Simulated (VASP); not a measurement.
Input:

```xyz
1
Lattice="-2.2900 2.2900 2.2900 2.2900 -2.2900 2.2900 2.2900 2.2900 -2.2900" Properties=species:S:1:pos:R:3 pbc="T T T"
Eu     0.0000     0.0000     0.0000
```

Level of theory: optB86b-vdW, VASP's PBE PAW potentials (set 64) (plane waves; VASP 6.6.1). Numerical set-up: 520 eV cut-off, 10×10×10 Γ-centred mesh, first-order Methfessel-Paxton smearing of 0.10 eV, potentials Eu_2.

The 4f electrons are frozen in the core of the lanthanide potential, so 4f levels, which can set the real gap, and their magnetism are missing. Energy and stress use the plane-wave basis of the starting cell.

The ions, cell shape and volume are relaxed. Predict the relaxed structure.

```xyz
1
Lattice="-2.1657 2.1657 2.1657 2.1657 -2.1657 2.1657 2.1657 2.1657 -2.1657" Properties=species:S:1:pos:R:3 pbc="T T T"
Eu    -2.1657     2.1657     2.1657
```
Space group Im-3m (229), at a tolerance of 0.03 Å.

How do energy and volume change from the first to the last step?

The energy (σ→0) changes by -47.1 meV/atom and the volume by -15.4 %, in 4 ionic steps.

```csv
step,E(σ→0) (eV),max force (eV/Å),pressure (GPa),volume (Å³)
1,0.5897,0.000,-1.82,48.04
2,0.5555,0.000,-1.08,44.34
3,0.5430,0.000,-0.23,41.34
4,0.5426,0.000,0.01,40.63
```

The compound is Eu in the bcc structure. This run relaxes it. Symmetry was kept, so distortions that lower it aren't found.
